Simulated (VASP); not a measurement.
Data:

```
CELL_PARAMETERS angstrom
      0.00000     2.93553     2.93553
      2.93553     0.00000     2.93553
      2.93553     2.93553     0.00000
ATOMIC_POSITIONS crystal
  Ge 0.00000 0.00000 0.00000
  Ge 0.25000 0.25000 0.25000
```

The numbers are results of PW91 GGA, VASP's PBE PAW potentials (set 64) (plane waves; VASP 6.6.1), not measurements. Numerical set-up: 520 eV cut-off, 11×11×11 Γ-centred mesh, first-order Methfessel-Paxton smearing of 0.10 eV, potentials Ge_d.

Task: Estimate the energy per atom (σ→0), pressure, band gap (on the k-mesh) with the smallest direct gap where there is one.

Result: 
band gap (on the k-mesh): none (metal, semimetal or under 0.01 eV)
energy per atom (σ→0): -436.8 kJ/mol of atoms
pressure: -2.99 GPa

The absolute energy has meaning only against runs of the same code, potentials and settings.

The compound is Ge in the diamond structure. This cell is one point of a volume scan, at 1.06 of the reference volume.
